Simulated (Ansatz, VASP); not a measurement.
**One calculation of Cu2B, two programs**

INCAR

```
SYSTEM = Cu2B
PREC = Accurate
ENCUT = 600
EDIFF = 1E-6
ISMEAR = -1
SIGMA = 0.05
LREAL = .FALSE.
LASPH = .TRUE.
NELM = 100
ALGO = Normal
ISIF = 3
LWAVE = .FALSE.
LCHARG = .FALSE.
GGA = CA
IBRION = 2
NSW = 60
EDIFFG = -0.01
PSTRESS = 0
```

The input KPOINTS:

```
Automatic mesh
0
G
  5 5 5
  0 0 0
```

File POSCAR:

```
Cu2B
1.0
    0.0000000000      3.2834700000      3.2834700000
    3.2834700000      0.0000000000      3.2834700000
    3.2834700000      3.2834700000      0.0000000000
Cu B
4 2
Direct
    0.1250000000      0.1250000000      0.1250000000
    0.6250000000      0.1250000000      0.1250000000
    0.1250000000      0.1250000000      0.6250000000
    0.1250000000      0.6250000000      0.1250000000
    0.5000000000      0.5000000000      0.5000000000
    0.7500000000      0.7500000000      0.7500000000
```

input.yaml

```yaml
crystal:
  lattice:
    - [0.0, 3.28347, 3.28347]
    - [3.28347, 0.0, 3.28347]
    - [3.28347, 3.28347, 0.0]
  atoms:
    - { symbol: Cu, position: [0.125, 0.125, 0.125] }
    - { symbol: Cu, position: [0.625, 0.125, 0.125] }
    - { symbol: Cu, position: [0.125, 0.125, 0.625] }
    - { symbol: Cu, position: [0.125, 0.625, 0.125] }
    - { symbol: B, position: [0.5, 0.5, 0.5] }
    - { symbol: B, position: [0.75, 0.75, 0.75] }
hamiltonian:
  xc: lda
  pseudopotentials: { kind: paw }
kpoints:
  mp_grid: { grid: [5, 5, 5] }
scf:
  occupations: { method: fermi_dirac, width: 0.05 }
output:
  forces: true
  stress: true
  eigenvalues: true
  write_density: true
  write_potential: true
  elf: true
  volumetric_format: npy
relax:
  f_tol: 0.01
  max_steps: 40
  cell: { stress_tol: 0.05 }
```

The cell was built by a generator and needn't be a form met in nature.

Alike in both runs: task relaxation of cell and atoms; functional LDA; k mesh 5 × 5 × 5; occupations fermi-dirac, width 0.05 eV; no spin polarisation.

|  | VASP | Ansatz |
| --- | --- | --- |
| version | VASP 6.6.1 | Ansatz 0.2.0 |
| potentials or method | VASP PAW LDA potentials, release 64 (Cu, B) | Ansatz PAW |
| plane-wave cutoff (eV) | 600 | 420 |
| valence electrons in the cell | 50 | 82 |

VASP gave:

```
gap on the k mesh at the Fermi level, each at its own relaxed structure (eV) : none
relaxed volume (Å³/atom)                                                     : 10.85
relaxed cell length with the largest relative difference (Å)                 : 4.516
energy change over the relaxation (meV/atom)                                 : -35
```

Problem. Estimate Ansatz's values.

Solution. gap on the k mesh at the Fermi level, each at its own relaxed structure (eV): none; relaxed volume (Å³/atom): 10.82; relaxed cell length with the largest relative difference (Å): 4.512; energy change over the relaxation (meV/atom): -38.

A gap of «none» marks a metal or a gap that the smearing closes. The two sets of potentials don't hold the same shells in valence.

Caveats: the plane-wave basis is chosen anew once the cell has moved, so the energies of steps on either side of that aren't comparable (Ansatz); the PAW data sets come from PBE, with cores solved anew for the run's functional, which leaves a small shift of forces and pressure (Ansatz).
